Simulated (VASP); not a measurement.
BaLiF3, 5 atoms in the cell. Symmetry: P4/mmm, No. 123, tetragonal system. The conventional cell has a = 4.048 Å, b = 4.048 Å, c = 3.869 Å, α = 90.00°, β = 90.00°, γ = 90.00°. Ba (site symmetry 4/mmm) has 12 F at 2.80 to 2.86 Å as nearest neighbours. Li (site symmetry 4/mmm) has 6 F at 1.93 to 2.02 Å as nearest neighbours. Around F (site symmetry mmm) lie 2 Li at 2.02 Å. F (site symmetry 4/mmm) is surrounded by 2 Li at 1.93 Å. The cell comes from a database or a generator and needn't be the stable form of this composition. The cell isn't the ideal one: strain +0.015 along x and y, -0.030 along z, atoms carried along.

| Quantity | Value |
| --- | --- |
| Program | VASP 6.6.1 |
| Task | single point |
| Functional | LDA |
| Potentials or basis | VASP PAW LDA potentials, release 64 (Ba_sv, Li_sv, F) |
| Cutoff | 520 eV |
| k mesh | 6 × 6 × 6 |
| Occupations | gaussian, width 0.05 eV |
| Spin | no spin polarisation |
| Dipole correction | no |
| Further INCAR settings | ALGO = Normal; EDIFF = 1e-07; NBANDS = 25 |

Potentials or basis: VASP PAW LDA potentials, release 64 (Ba_sv, Li_sv, F).

Run with:

```console
$ cat potpaw_LDA.64/Ba_sv/POTCAR potpaw_LDA.64/Li_sv/POTCAR potpaw_LDA.64/F/POTCAR > POTCAR
$ mpirun -np 1 vasp_std > vasp.out
```

Hardware: 1 thread of Intel(R) Xeon(R) Platinum 8488C (Sapphire Rapids), with other jobs on the host.

Task: Estimate the wall time of this run.

Result: Wall time 47 s on 1 thread of Intel(R) Xeon(R) Platinum 8488C (Sapphire Rapids), with other jobs on the host, peak memory 0.18 GiB. Counts: scf iterations 14, k points 40.
